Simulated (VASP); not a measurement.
```
CELL_PARAMETERS angstrom
      5.82902     0.00000     0.00000
      0.00000     5.82902     0.00000
      0.00000     0.00000     5.82902
ATOMIC_POSITIONS crystal
  Cs 0.00000 0.00000 0.00000
  Pb 0.50000 0.50000 0.50000
  Cl 0.50000 0.00000 0.50000
  Cl 0.00000 0.50000 0.50000
  Cl 0.50000 0.50000 0.00000
```

Method: revPBE GGA, VASP's PBE PAW potentials (set 64) (plane waves; VASP). Numerical set-up: 520 eV cut-off, 5×5×5 Γ-centred mesh, tetrahedra with Blöchl corrections, potentials Cs_sv Pb_d Cl.

**Question.** What does the run give for the energy per atom (σ→0)?

**Answer.** 
The energy per atom (σ→0) is -3.329 eV/atom.

Only differences to runs with the same potentials and settings are physical.

The compound is CsPbCl3 in the cubic perovskite structure, the ideal cubic form; the compound distorts at low or room temperature. It was relaxed first, which changed the volume by +12 %.
